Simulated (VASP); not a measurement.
VASP runs on LaMgNi4 (space group F-43m) share one base input (PBEsol GGA, plane waves, VASP's PBE PAW potentials (set 64)) and change the settings named in each case.

File POSCAR:
```
LaMgNi4
1
    0.0000000000     3.5366850000     3.5366850000
    3.5366850000     0.0000000000     3.5366850000
    3.5366850000     3.5366850000     0.0000000000
La Mg Ni
1 1 4
Direct
  0.0000000000   0.0000000000   0.0000000000
  0.2500000000   0.2500000000   0.2500000000
  0.6232200000   0.6232200000   0.6232200000
  0.1303400000   0.6232200000   0.6232200000
  0.6232200000   0.6232200000   0.1303400000
  0.6232200000   0.1303400000   0.6232200000
```

### KPOINTS
```
Automatic mesh
0
Gamma
6 6 6
0 0 0
```

**INCAR**
```
SYSTEM = LaMgNi4
PREC = Accurate
ENCUT = 300
EDIFF = 1E-6
NELM = 100
ALGO = Normal
LREAL = .FALSE.
LASPH = .TRUE.
ISMEAR = -1
SIGMA = 0.1
GGA = PS
LMAXMIX = 6
LWAVE = .FALSE.
LCHARG = .FALSE.
ISIF = 2
ISPIN = 2
LORBIT = 11
```

POTCAR, in this order: La Mg Ni (PBE.64 set). Program: vasp_std. The INCAR's line for the spin-polarised start is left out here.

| change | E(σ→0) (eV/atom) | pressure (GPa) | largest force (eV/Å) | −TS (eV) |
|---|---|---|---|---|
| base run | -5.5791 | -2.33 | 0.040 | -0.1693 |
| GGA removed, POTCAR La Mg Ni (LDA.64 set) | -5.9631 | -7.00 | 0.015 | -0.1682 |
| GGA_COMPAT = .FALSE., ISPIN removed, LNONCOLLINEAR = .TRUE., LSORBIT = .TRUE., another spin-polarised start, program vasp_ncl | -5.6361 | -2.33 | 0.043 | -0.1700 |
| KPOINTS 2×2×2 Γ-centred mesh | -5.5179 | -1.48 | 0.215 | -0.1624 |
 Energies of different potentials or functionals have different zeros.  The run has a spin-polarised start. At 300 eV the pressure can carry a Pulay error.

Left out are runs that ran out of time, are held back, or changed the cell or the kind of run, fixed moments of cells without a moment, rows past the twelfth, gaps on odd meshes, pressures of charged cells and columns that move by less than the noise.

The structure comes from a computed database's LaMgNi4 entry; how it stands against other phases isn't given here. The cell was not relaxed at this level.
